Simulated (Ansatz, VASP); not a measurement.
# W (W(221) slab) in two plane-wave programs

One calculation is typed for both programs; each brings its own data sets. How far apart do they land? The cell is taken from a series of runs on this material, whose earlier steps may have relaxed, scaled, displaced or heated it; both programs get it as it stands.

Main program and level: Ansatz 0.2.0; plane waves, with VASP 6.6.1 beside it; PBE.

## 1. The structure

The cell holds 24 atoms: 24 W. Its edges and angles: a = 7.122 Å, b = 7.122 Å, c = 27.209 Å, α = 90.0°, β = 90.0°, γ = 36.9°. It derives from W. Slab of W cut on (2 2 1), 12.2 A thick, 1 x 1 surface cells, both faces free; (so at first; earlier steps may have moved the atoms). Lattice constants are starting values near those of PBE. Vacuum lies along c.

## 2. VASP: single point, PBE

With cell and atoms fixed, the geometry can't cause a difference; cores, projectors, grids and the points listed under the comparison can.

Lines of VASP's logs that name or quote its potential files are left out, and so is its time.

Input file INCAR:

```
SYSTEM = W
PREC = Accurate
ENCUT = 520
EDIFF = 1E-06
NELM = 120
ISMEAR = -1
SIGMA = 0.1
LREAL = .FALSE.
ALGO = Normal
GGA = PE
NBANDS = 96
LASPH = .TRUE.
LORBIT = 11
LWAVE = .FALSE.
LCHARG = .FALSE.
ISIF = 2
GGA_COMPAT = .FALSE.
KPAR = 4
```

Input file POSCAR:

```
W
1.0
    7.1218800000      0.0000000000      0.0000000000
    5.6975000000      4.2731300000      0.0000000000
    0.0000000000      0.0000000000     27.2091700000
W
24
Direct
    0.1590500000      0.1590500000      0.2843500000
    0.5533200000      0.5533200000      0.3003600000
    0.9427500000      0.9427500000      0.3183500000
    0.3332300000      0.3332300000      0.3348600000
    0.7239600000      0.7239600000      0.3503300000
    0.1110500000      0.1110500000      0.3735000000
    0.5008500000      0.5008500000      0.3928000000
    0.8892100000      0.8892100000      0.4120400000
    0.2788100000      0.2788100000      0.4311800000
    0.6667200000      0.6667200000      0.4507400000
    0.0557100000      0.0557100000      0.4712600000
    0.4447700000      0.4447700000      0.4908700000
    0.8330100000      0.8330100000      0.5091300000
    0.2220700000      0.2220700000      0.5287400000
    0.6110600000      0.6110600000      0.5492600000
    0.9989700000      0.9989700000      0.5688200000
    0.3885700000      0.3885700000      0.5879600000
    0.7769300000      0.7769300000      0.6072000000
    0.1667300000      0.1667300000      0.6265000000
    0.5538200000      0.5538200000      0.6496700000
    0.9445500000      0.9445500000      0.6651400000
    0.3350300000      0.3350300000      0.6816500000
    0.7244600000      0.7244600000      0.6996400000
    0.1187300000      0.1187300000      0.7156500000
```

Input file KPOINTS:

```
Automatic mesh
0
Gamma
11 11 1
0 0 0
```

The projector-augmented-wave data sets are W (PBE family, release 64).

Started as:

```bash
$ mpirun -np 4 vasp_std
```

Numbers of over 12 decimals in the logs are rounded to 6 here.

The program printed:

```text
[banner, memory and clock lines left out]
running    4 mpi-ranks, on    1 nodes
 distrk:  each k-point on    1 cores,    4 groups
 distr:  one band on    1 cores,    1 groups

 POSCAR found type information on POSCAR W
 POSCAR found :  1 types and      24 ions
|                                                                             |
|               ----> ADVICE to this user running VASP <----                  |
|                                                                             |
|     You have a (more or less) 'large supercell' and for larger cells it     |
|     might be more efficient to use real-space projection operators.         |
|     Therefore, try LREAL= Auto in the INCAR file.                           |
|     Mind: For very accurate calculation, you might also keep the            |
|     reciprocal projection scheme (i.e. LREAL=.FALSE.).                      |
|                                                                             |

 LDA part: xc-table for (Slater+PW92), standard interpolation
 POSCAR, INCAR and KPOINTS ok, starting setup
 FFT: planning ... GRIDC
 FFT: planning ... GRID_SOFT
 FFT: planning ... GRID
 WAVECAR not read
 entering main loop
       N       E                     dE             d eps       ncg     rms          rms(c)
DAV:   1     0.713103084021E+03    0.71310E+03   -0.55865E+04  6912   0.123E+03
DAV:   2    -0.214054011144E+03   -0.92716E+03   -0.86117E+03  9240   0.282E+02
DAV:   3    -0.310508260135E+03   -0.96454E+02   -0.91970E+02  9192   0.819E+01
DAV:   4    -0.317751900635E+03   -0.72436E+01   -0.71109E+01 10976   0.188E+01
DAV:   5    -0.318015254438E+03   -0.26335E+00   -0.26081E+00 10592   0.395E+00    0.922E+01
DAV:   6    -0.312457748784E+03    0.55575E+01   -0.69720E+01 11176   0.221E+01    0.485E+01
DAV:   7    -0.473005869299E+03   -0.16055E+03   -0.98187E+02 13224   0.105E+02    0.438E+01
DAV:   8    -0.309430835016E+03    0.16358E+03   -0.55229E+02 12304   0.704E+01    0.246E+01
DAV:   9    -0.300694077906E+03    0.87368E+01   -0.10387E+02 11344   0.272E+01    0.111E+01
DAV:  10    -0.299711209279E+03    0.98287E+00   -0.12785E+01 11504   0.924E+00    0.772E+00
DAV:  11    -0.299569483060E+03    0.14173E+00   -0.76783E-01 10472   0.248E+00    0.655E+00
DAV:  12    -0.299426386954E+03    0.14310E+00   -0.11579E-01 10992   0.761E-01    0.553E+00
DAV:  13    -0.299040052954E+03    0.38633E+00   -0.67372E-01 10448   0.154E+00    0.240E+00
DAV:  14    -0.298945638564E+03    0.94414E-01   -0.44890E-01 11216   0.141E+00    0.178E+00
[...]
DAV:  27    -0.298943814319E+03   -0.12045E-04   -0.57494E-07  4952   0.264E-03    0.351E-03
DAV:  28    -0.298943843996E+03   -0.29677E-04   -0.14547E-06  5744   0.234E-03    0.268E-03
DAV:  29    -0.298943859945E+03   -0.15950E-04   -0.41214E-07  5096   0.168E-03    0.202E-03
DAV:  30    -0.298943872113E+03   -0.12168E-04   -0.40263E-07  5336   0.129E-03    0.153E-03
DAV:  31    -0.298943886405E+03   -0.14292E-04   -0.35457E-07  5136   0.112E-03    0.149E-03
DAV:  32    -0.298943893026E+03   -0.66203E-05   -0.21255E-07  4872   0.935E-04    0.118E-03
DAV:  33    -0.298943895531E+03   -0.25053E-05   -0.12069E-07  4560   0.671E-04    0.773E-04
DAV:  34    -0.298943896522E+03   -0.99154E-06   -0.57068E-08  4368   0.581E-04
   1 F= -.29894390E+03 E0= -.29865661E+03  d E =-.574568E+00
```

OUTCAR, selected parts (step 2):

```text
ion  position               nearest neighbor table
   1  0.159  0.159  0.284-   6 2.51   2 2.70   2 2.70   4 2.73   5 3.01   5 3.01   3 3.07
   2  0.553  0.553  0.300-   7 2.61   5 2.68   1 2.70   1 2.70   3 2.75   3 2.75   6 3.11   6 3.11
                             4 3.12
   3  0.943  0.943  0.318-   8 2.65   6 2.72   4 2.73   4 2.73   2 2.75   2 2.75   1 3.07   5 3.08
                             7 3.13   7 3.13
   4  0.333  0.333  0.335-   9 2.72   1 2.73   5 2.73   5 2.73   3 2.73   3 2.73   7 2.76   2 3.12
                             8 3.17   8 3.17   6 3.18
   5  0.724  0.724  0.350-   2 2.68   4 2.73   4 2.73   6 2.79   6 2.79   8 2.79  10 2.84   1 3.01
                             1 3.01   3 3.08   7 3.23   9 3.23   9 3.23
   6  0.111  0.111  0.373-   1 2.51   3 2.72   7 2.75   7 2.75   9 2.76  11 2.76   5 2.79   5 2.79
                             2 3.11   2 3.11  10 3.17  10 3.17   8 3.18   4 3.18
   7  0.501  0.501  0.393-   2 2.61  10 2.74   6 2.75   6 2.75   4 2.76   8 2.76   8 2.76  12 2.77
                             3 3.13   3 3.13   9 3.18  11 3.19  11 3.19   5 3.23
   8  0.889  0.889  0.412-   3 2.65  13 2.75   9 2.75   9 2.75   7 2.76   7 2.76  11 2.77   5 2.79
                             4 3.17   4 3.17   6 3.18  10 3.19  12 3.20  12 3.20
   9  0.279  0.279  0.431-   4 2.72   8 2.75   8 2.75   6 2.76  14 2.76  10 2.77  10 2.77  12 2.77
                             7 3.18  13 3.18  13 3.18  11 3.21   5 3.23   5 3.23
  10  0.667  0.667  0.451-   7 2.74  13 2.75  11 2.76  11 2.76   9 2.77   9 2.77  15 2.78   5 2.84
                             6 3.17   6 3.17  14 3.18  14 3.18   8 3.19  12 3.19
  11  0.056  0.056  0.471-  14 2.74  12 2.76  12 2.76  10 2.76  10 2.76  16 2.76   6 2.76   8 2.77
                            13 3.18  15 3.18  15 3.18   7 3.19   7 3.19   9 3.21
  12  0.445  0.445  0.491-  17 2.75  15 2.75  13 2.76  13 2.76  11 2.76  11 2.76   9 2.77   7 2.77
                            16 3.18  16 3.18  14 3.18  10 3.19   8 3.20   8 3.20
  13  0.833  0.833  0.509-   8 2.75  10 2.75  12 2.76  12 2.76  14 2.76  14 2.76  16 2.77  18 2.77
                             9 3.18   9 3.18  11 3.18  15 3.19  17 3.20  17 3.20
  14  0.222  0.222  0.529-  11 2.74  13 2.76  13 2.76  15 2.76  15 2.76   9 2.76  19 2.76  17 2.77
                            12 3.18  10 3.18  10 3.18  18 3.19  18 3.19  16 3.21
  15  0.611  0.611  0.549-  18 2.74  12 2.75  14 2.76  14 2.76  16 2.77  16 2.77  10 2.78  20 2.84
                            19 3.17  19 3.17  11 3.18  11 3.18  17 3.19  13 3.19
  16  0.999  0.999  0.569-  21 2.72  17 2.75  17 2.75  19 2.76  11 2.76  15 2.77  15 2.77  13 2.77
                            18 3.18  12 3.18  12 3.18  14 3.21  20 3.23  20 3.23
  17  0.389  0.389  0.588-  22 2.65  12 2.75  16 2.75  16 2.75  18 2.76  18 2.76  14 2.77  20 2.79
                            21 3.17  21 3.17  19 3.18  15 3.19  13 3.20  13 3.20
  18  0.777  0.777  0.607-  23 2.61  15 2.74  19 2.75  19 2.75  21 2.76  17 2.76  17 2.76  13 2.77
                            22 3.13  22 3.13  16 3.18  14 3.19  14 3.19  20 3.23
  19  0.167  0.167  0.627-  24 2.51  22 2.72  18 2.75  18 2.75  16 2.76  14 2.76  20 2.79  20 2.79
                            23 3.11  23 3.11  15 3.17  15 3.17  17 3.18  21 3.18
  20  0.554  0.554  0.650-  23 2.68  21 2.73  21 2.73  19 2.79  19 2.79  17 2.79  15 2.84  24 3.01
                            24 3.01  22 3.08  18 3.23  16 3.23  16 3.23
  21  0.945  0.945  0.665-  16 2.72  24 2.73  20 2.73  20 2.73  22 2.73  22 2.73  18 2.76  23 3.12
                            17 3.17  17 3.17  19 3.18
  22  0.335  0.335  0.682-  17 2.65  19 2.72  21 2.73  21 2.73  23 2.75  23 2.75  24 3.07  20 3.08
                            18 3.13  18 3.13
  23  0.724  0.724  0.700-  18 2.61  20 2.68  24 2.70  24 2.70  22 2.75  22 2.75  19 3.11  19 3.11
                            21 3.12
  24  0.119  0.119  0.716-  19 2.51  23 2.70  23 2.70  21 2.73  20 3.01  20 3.01  22 3.07

  LATTYP: Found a base centered orthorhombic cell.
 ALAT       =     4.5042755668
 B/A-ratio  =     2.9999971918
 C/A-ratio  =     6.0407427558

 Subroutine GETGRP returns: Found  4 space group operations
 (whereof  2 operations were pure point group operations)

The static configuration has the point symmetry C_1h.
 The point group associated with its full space group is C_2h.

 Found     36 irreducible k-points:

   k-points           NKPTS =     36   k-points in BZ     NKDIM =     36   number of bands    NBANDS=     96

   dimension x,y,z NGX =    54 NGY =   54 NGZ =  210
   dimension x,y,z NGXF=   108 NGYF=  108 NGZF=  420

   ENCUT  =  520.0 eV  38.22 Ry    6.18 a.u.  13.24 13.24 50.59*2*pi/ulx,y,z

   NELECT =     144.0000    total number of electrons

 k-points in reciprocal lattice and weights: Automatic mesh
   0.00000000  0.00000000  0.00000000       0.008
   0.09090909 -0.00000000  0.00000000       0.033
   0.18181818 -0.00000000  0.00000000       0.033
   0.27272727  0.00000000  0.00000000       0.033
   0.36363636 -0.00000000  0.00000000       0.033
   0.45454545 -0.00000000  0.00000000       0.033
   0.09090909  0.09090909  0.00000000       0.017
   0.18181818  0.09090909  0.00000000       0.033
   0.27272727  0.09090909  0.00000000       0.033
[...]
0.45454545  0.45454545  0.00000000       0.017
  -0.45454545  0.45454545  0.00000000       0.017

 average (electrostatic) potential at core
       1 -44.2409       2 -44.1729       3 -44.3722       4 -44.1811       5 -44.4932
       6 -44.4153       7 -44.5104       8 -44.4627       9 -44.4642      10 -44.4288
      11 -44.4523      12 -44.4721      13 -44.4721      14 -44.4523      15 -44.4288
      16 -44.4642      17 -44.4627      18 -44.5104      19 -44.4153      20 -44.4932
      21 -44.1811      22 -44.3722      23 -44.1729      24 -44.2409

 E-fermi :   1.2957

 k-point     1 :       0.0000    0.0000    0.0000
  band No.  band energies     occupation
    ...
     71       0.9261      1.95157
     72       1.0605      1.82615
     73       1.0968      1.75926
     74       1.2042      1.42818
     75       1.3538      0.71715
     76       1.6377      0.06337
     77       1.6551      0.05348
     78       1.8104      0.01156
     79       2.0302      0.00129
     80       2.4591      0.00002
    ...

 k-point     2 :       0.0909   -0.0000    0.0000
  band No.  band energies     occupation
    ...
     71       0.8419      1.97884
     72       0.9871      1.91259
     73       1.1796      1.52311
     74       1.2644      1.15498
     75       1.3524      0.72373
     76       1.5637      0.12832
     77       1.5915      0.09875
     78       1.8710      0.00632
     79       2.0775      0.00080
     80       2.3707      0.00004
    ...

 k-point     3 :       0.1818   -0.0000    0.0000
  band No.  band energies     occupation
    ...
     71       0.8067      1.98506
     72       1.1505      1.62067
     73       1.2935      1.01072
     74       1.3279      0.84024
     75       1.3420      0.77240
     76       1.5249      0.18358
     77       1.6577      0.05215
     78       1.8832      0.00560
     79       2.0370      0.00121
     80       2.1819      0.00028
    ...

  Total      -19.4506618    -19.0947258     -8.2789988     -0.1334650      0.1457437      0.4372117
  in kB      -37.6347394    -36.9460452    -16.0188874     -0.2582390      0.2819968      0.8459532
  external PRESSURE =     -30.1998906 kB  Pullay stress =       0.0000000 kB

  energy-cutoff  :      520.00
  volume of cell :      828.05
      direct lattice vectors                 reciprocal lattice vectors
     7.121880000  0.000000000  0.000000000     0.140412363 -0.187216265  0.000000000
     5.697500000  4.273130000  0.000000000     0.000000000  0.234020496  0.000000000
     0.000000000  0.000000000 27.209170000     0.000000000  0.000000000  0.036752315

 POSITION                                       TOTAL-FORCE (eV/Angst)
 -----------------------------------------------------------------------------------
      2.03892      0.67964      7.73693        -0.102235     -0.034078      0.370468
      7.09322      2.36441      8.17255         0.067754      0.022585      0.255942
     12.08547      4.02849      8.66204         0.022600      0.007533      0.190345
      4.27180      1.42394      9.11126        -0.058405     -0.019468      0.100538
      9.28072      3.09358      9.53219        -0.044023     -0.014675      0.064812
      1.42359      0.47453     10.16262         0.054680      0.018227     -0.224932
      6.42059      2.14020     10.68776         0.030541      0.010180     -0.092798
     11.39912      3.79971     11.21127         0.033503      0.011168     -0.057789
      3.57417      1.19139     11.73205        -0.017382     -0.005794     -0.021053
      8.54694      2.84898     12.26426         0.017302      0.005767      0.008050
      0.71417      0.23806     12.82259        -0.015906     -0.005302      0.026523
      5.70168      1.90056     13.35617         0.017277      0.005759      0.015307
     10.67867      3.55956     13.85300        -0.017277     -0.005759     -0.015307
      2.84680      0.94893     14.38658         0.015906      0.005302     -0.026523
      7.83341      2.61114     14.94491        -0.017302     -0.005767     -0.008050
     12.80618      4.26873     15.47712         0.017382      0.005794      0.021053
      4.98123      1.66041     15.99790        -0.033503     -0.011168      0.057789
      9.95976      3.31992     16.52141        -0.030541     -0.010180      0.092798
      2.13738      0.71246     17.04655        -0.054680     -0.018227      0.224932
      7.09963      2.36654     17.67698         0.044023      0.014675     -0.064812
     12.10855      4.03618     18.09791         0.058405      0.019468     -0.100538
      4.29488      1.43163     18.54713        -0.022600     -0.007533     -0.190345
      9.28713      3.09571     19.03662        -0.067754     -0.022585     -0.255942
      1.52204      0.50735     19.47224         0.102235      0.034078     -0.370468
 -----------------------------------------------------------------------------------
    total drift:                                0.000000      0.000000     -0.000000

  FREE ENERGIE OF THE ION-ELECTRON SYSTEM (eV)
  ---------------------------------------------------
  free  energy   TOTEN  =      -298.9438965225 eV

  energy  without entropy=     -298.3693284878  energy(sigma->0) =     -298.65661251

 total charge
# of ion       s       p       d       tot
------------------------------------------
    1        0.697   0.384   4.126   5.208
    2        0.706   0.536   4.138   5.381
    3        0.681   0.553   4.074   5.308
    4        0.696   0.617   4.120   5.433
    5        0.661   0.644   4.063   5.368
    6        0.688   0.718   4.207   5.612
    7        0.681   0.705   4.164   5.550
    8        0.675   0.698   4.149   5.522
    9        0.672   0.695   4.127   5.494
   10        0.661   0.693   4.110   5.464
   11        0.668   0.693   4.124   5.484
   12        0.666   0.694   4.120   5.480
   13        0.666   0.694   4.120   5.480
   14        0.668   0.693   4.124   5.484
   15        0.661   0.693   4.110   5.464
   16        0.672   0.695   4.127   5.494
   17        0.675   0.698   4.149   5.522
   18        0.681   0.705   4.164   5.550
   19        0.688   0.718   4.207   5.612
   20        0.661   0.644   4.063   5.368
   21        0.696   0.617   4.120   5.433
   22        0.681   0.553   4.074   5.308
   23        0.706   0.536   4.138   5.381
   24        0.697   0.384   4.126   5.208
--------------------------------------------------
tot         16.302  15.261  99.043 130.606

[... 3 further parts left out ...]
```

[end of part 1 of 2]

[Lines on the potential files, build, host, timing and source positions are cut from VASP's logs without a mark.]

[Logs are printed without paths, hosts, clocks, repeated set-up lines and the standing remarks that a program may print on its own settings, such as how far it seeks lower states.]

[Hosts, paths, dates, database ids (printed as entryN), source tags and the programs' standing remarks are cut or masked in the printed files.]
